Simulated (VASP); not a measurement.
PbSe (rock salt):

```
CELL_PARAMETERS angstrom
      0.00000     3.06000     3.06000
      3.06000     0.00000     3.06000
      3.06000     3.06000     0.00000
ATOMIC_POSITIONS crystal
  Pb 0.00000 0.00000 0.00000
  Se 0.50000 0.50000 0.50000
```

The highest filled band near L, direction across the valley's axis, from mBJ (TB09) with spin-orbit coupling in VASP (PAW); its two spin partners are averaged. The gap over the points computed is 0.37 eV, and the next band on that side lies 1.60 eV away at the edge.

Numerical set-up: 400 eV cut-off, 8×8×8 Γ-centred mesh, Gaussian smearing of 0.050 eV, potentials Pb_d Se.

| distance from the edge in k (1/Å) | distance in energy (meV) |
|---|---|
| 0.012 | 7.8 |
| 0.018 | 17.1 |
| 0.025 | 31.9 |
| 0.035 | 59.0 |
| 0.050 | 109.2 |
| 0.070 | 187.2 |

### Question
Fit E(1 + αE) = ħ²k²/2m* (ħ²/2m0 = 3.810 eV Å²) and predict the row at 0.095 1/Å.

### Answer
Least squares on the energies gives the hole mass m* = 0.070 m0 and α = 2.31 per eV, and so 294.0 meV. The run gave 293.4 meV, -0.6 meV from the fit.

Left out are points under 3 meV from the edge, since the levels carry 0.1 meV, and points farther than half the way to the next band.

The compound is PbSe in the rock salt structure. The cell was not relaxed at this level.
